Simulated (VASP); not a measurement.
A VASP calculation is set up with these files.

**KPOINTS**
```
Automatic mesh
0
Gamma
10 10 7
0 0 0
```

INCAR:
```
SYSTEM = TiAl
PREC = Accurate
ENCUT = 400
EDIFF = 1E-6
NELM = 100
ALGO = Normal
LREAL = .FALSE.
LASPH = .TRUE.
ISMEAR = 1
SIGMA = 0.1
GGA = PE
LMAXMIX = 4
LWAVE = .FALSE.
LCHARG = .FALSE.
ISIF = 2
LEPSILON = .TRUE.
```

### POSCAR
```
TiAl
1
    2.8300000000     0.0000000000     0.0000000000
    0.0000000000     2.8300000000     0.0000000000
    0.0000000000     0.0000000000     4.0700000000
Ti Al
1 1
Direct
  0.0000000000   0.0000000000   0.0000000000
  0.5000000000   0.5000000000   0.5000000000
```

POTCAR, in this order: Ti_sv Al (PBE.64 set). Program: vasp_std.

Output of the run:

**standard output**
```
...
RMM:   2    -0.671802260391E+01   -0.29612E+01   -0.42984E-01  6059   0.366E+00    0.141E+00
RMM:   3    -0.674635707619E+01   -0.28334E-01   -0.20697E-01  5956   0.300E+00    0.698E-01
RMM:   4    -0.677698446282E+01   -0.30627E-01   -0.50300E-02  6181   0.226E+00    0.164E-01
RMM:   5    -0.678670848478E+01   -0.97240E-02   -0.15791E-02  6952   0.863E-01    0.889E-02
RMM:   6    -0.679041253760E+01   -0.37041E-02   -0.37211E-03  6862   0.363E-01    0.400E-02
RMM:   7    -0.679272941435E+01   -0.23169E-02   -0.12882E-03  6947   0.171E-01    0.859E-03
RMM:   8    -0.679267886974E+01    0.50545E-04   -0.37141E-04  7080   0.771E-02    0.544E-03
RMM:   9    -0.679283778075E+01   -0.15891E-03   -0.18723E-04  7051   0.418E-02    0.227E-03
RMM:  10    -0.679281030643E+01    0.27474E-04   -0.20708E-04  7272   0.194E-02    0.134E-03
RMM:  11    -0.679282098035E+01   -0.10674E-04   -0.77695E-05  7607   0.941E-03    0.661E-04
RMM:  12    -0.679283711578E+01   -0.16135E-04   -0.59211E-05  6623   0.468E-03    0.422E-04
RMM:  13    -0.679283991299E+01   -0.27972E-05   -0.30504E-05  5809   0.268E-03    0.262E-04
RMM:  14    -0.679284526013E+01   -0.53471E-05   -0.26534E-05  4529   0.172E-03    0.427E-05
RMM:  15    -0.679284526115E+01   -0.10253E-08   -0.12000E-05  3340   0.110E-03    0.365E-05
RMM:  16    -0.679284589079E+01   -0.62964E-06   -0.91725E-06  3009   0.914E-04    0.187E-05
 change of polarisation eV/A/(eV/A) component  1 :    13.480     2.906     1.368
 dielectric tensor                  component  1 :    75.833    16.134     7.592
 Linear response to external field, progress :
  Direction:   2
       N       E                     dE             d eps       ncg     rms          rms(c)
RMM:   1    -0.375680201081E+01   -0.37568E+01   -0.26757E+01  5213   0.172E+01
RMM:   2    -0.671801192031E+01   -0.29612E+01   -0.42929E-01  6058   0.366E+00    0.141E+00
RMM:   3    -0.674635827382E+01   -0.28346E-01   -0.20683E-01  5954   0.300E+00    0.699E-01
RMM:   4    -0.677694951810E+01   -0.30591E-01   -0.50133E-02  6183   0.226E+00    0.165E-01
RMM:   5    -0.678671997244E+01   -0.97705E-02   -0.15696E-02  6931   0.866E-01    0.896E-02
RMM:   6    -0.679049100884E+01   -0.37710E-02   -0.38121E-03  6874   0.370E-01    0.400E-02
RMM:   7    -0.679281174344E+01   -0.23207E-02   -0.13578E-03  6950   0.173E-01    0.871E-03
RMM:   8    -0.679276242806E+01    0.49315E-04   -0.35396E-04  7087   0.780E-02    0.545E-03
RMM:   9    -0.679292650730E+01   -0.16408E-03   -0.33448E-04  7034   0.427E-02    0.281E-03
RMM:  10    -0.679288901575E+01    0.37492E-04   -0.30177E-04  7140   0.202E-02    0.146E-03
RMM:  11    -0.679289989274E+01   -0.10877E-04   -0.13916E-04  7713   0.973E-03    0.816E-04
RMM:  12    -0.679291353546E+01   -0.13643E-04   -0.96152E-05  6586   0.462E-03    0.599E-04
RMM:  13    -0.679292008832E+01   -0.65529E-05   -0.53281E-05  5918   0.280E-03    0.329E-04
RMM:  14    -0.679292711073E+01   -0.70224E-05   -0.37093E-05  4877   0.182E-03    0.338E-05
RMM:  15    -0.679292598186E+01    0.11289E-05   -0.21063E-05  3335   0.111E-03    0.458E-05
RMM:  16    -0.679292636420E+01   -0.38234E-06   -0.13382E-05  2840   0.891E-04    0.466E-05
RMM:  17    -0.679292750577E+01   -0.11416E-05   -0.94667E-06  2682   0.813E-04    0.124E-05
RMM:  18    -0.679292748449E+01    0.21284E-07   -0.40923E-06  2379   0.755E-04    0.885E-06
 change of polarisation eV/A/(eV/A) component  2 :     2.908    13.480     1.860
 dielectric tensor                  component  2 :    16.142    75.833    10.326
 Linear response to external field, progress :
  Direction:   3
       N       E                     dE             d eps       ncg     rms          rms(c)
RMM:   1    -0.846450955261E+01   -0.84645E+01   -0.71449E+01  2970   0.176E+01
RMM:   2    -0.686556673641E+01    0.15989E+01   -0.35445E-01  3449   0.372E+00    0.214E+00
RMM:   3    -0.674892217087E+01    0.11664E+00   -0.33306E-01  3388   0.448E+00    0.933E-01
RMM:   4    -0.677279754264E+01   -0.23875E-01   -0.14147E-01  3597   0.317E+00    0.239E-01
RMM:   5    -0.678972391024E+01   -0.16926E-01   -0.36371E-02  3846   0.132E+00    0.797E-02
RMM:   6    -0.679455667142E+01   -0.48328E-02   -0.80681E-03  3778   0.551E-01    0.601E-02
RMM:   7    -0.679554300249E+01   -0.98633E-03   -0.17015E-03  3820   0.245E-01    0.258E-02
RMM:   8    -0.679625530186E+01   -0.71230E-03   -0.24805E-04  3797   0.101E-01    0.940E-03
RMM:   9    -0.679641233348E+01   -0.15703E-03   -0.11431E-04  3796   0.476E-02    0.241E-03
RMM:  10    -0.679643289351E+01   -0.20560E-04   -0.45622E-05  4239   0.204E-02    0.524E-04
RMM:  11    -0.679646691533E+01   -0.34022E-04   -0.48021E-05  4239   0.888E-03    0.555E-04
RMM:  12    -0.679645675793E+01    0.10157E-04   -0.14934E-05  3559   0.403E-03    0.158E-04
RMM:  13    -0.679646554158E+01   -0.87836E-05   -0.74579E-06  3035   0.244E-03    0.145E-04
RMM:  14    -0.679646626866E+01   -0.72708E-06   -0.48057E-06  2249   0.143E-03    0.287E-05
 change of polarisation eV/A/(eV/A) component  3 :     0.628     2.612    13.444
 dielectric tensor                  component  3 :     3.487    14.498    75.635
 Born effective charges drift removed
```

OUTCAR:
```
------------------------ aborting loop because EDIFF is reached ----------------------------------------

 HEAD OF MICROSCOPIC STATIC DIELECTRIC TENSOR (INDEPENDENT PARTICLE, excluding Hartree and local field effects)
 ------------------------------------------------------
          76.232383     0.000000     0.000000
           0.000000    76.232383    -0.000000
          -0.000000    -0.000000    77.829203
 ------------------------------------------------------

 MACROSCOPIC STATIC DIELECTRIC TENSOR (including local field effects in DFT)
 ------------------------------------------------------
          75.832646     0.000000     0.000000
           0.000000    75.832646     0.000000
           0.000000     0.000000    75.634536
 ------------------------------------------------------

 PIEZOELECTRIC TENSOR (including local field effects)  for field in x, y, z        (e  Angst)
          XX          YY          ZZ          XY          YZ          ZX
  --------------------------------------------------------------------------------
  x     0.00000     0.00000     0.00000     0.00000     0.00000     0.00000
  y     0.00000     0.00000     0.00000     0.00000     0.00000     0.00000
  z     0.00000     0.00000     0.00000     0.00000     0.00000     0.00000

 PIEZOELECTRIC TENSOR (including local field effects)  for field in x, y, z        (C/m^2)
          XX          YY          ZZ          XY          YZ          ZX
  --------------------------------------------------------------------------------
  x     0.00000     0.00000     0.00000     0.00000     0.00000     0.00000
  y     0.00000     0.00000     0.00000     0.00000     0.00000     0.00000
  z     0.00000     0.00000     0.00000     0.00000     0.00000     0.00000

 BORN EFFECTIVE CHARGES (including local field effects) (in |e|, cummulative output)
 ---------------------------------------------------------------------------------
 ion    1
    1    -1.20701     0.00000     0.00000
    2     0.00000    -1.20701     0.00000
    3     0.00000     0.00000     0.92336
 ion    2
    1     1.20701     0.00000     0.00000
    2     0.00000     1.20701     0.00000
    3     0.00000     0.00000    -0.92336
```
(Selected blocks of OUTCAR.)

Task: The run ends quietly. Is anything wrong with it?

Result: The cause: LEPSILON was set for a metal. The run ends without an error. Against the sound run, the energy per atom (σ→0) hardly moves; the pressure hardly moves. To mend it, drop LEPSILON, since a metal has no finite static dielectric tensor or Born charges. The plain static run on this cell (PBE GGA, plane waves, VASP's PBE PAW potentials (set 64)) converges, and its OSZICAR ends with
```
   1 F= -.12385269E+02 E0= -.12384426E+02  d E =-.252948E-02
```

The compound is TiAl in the L1_0 structure. The cell was not relaxed at this level. The electron count is odd and the run is not spin-polarised, which forces a metal.
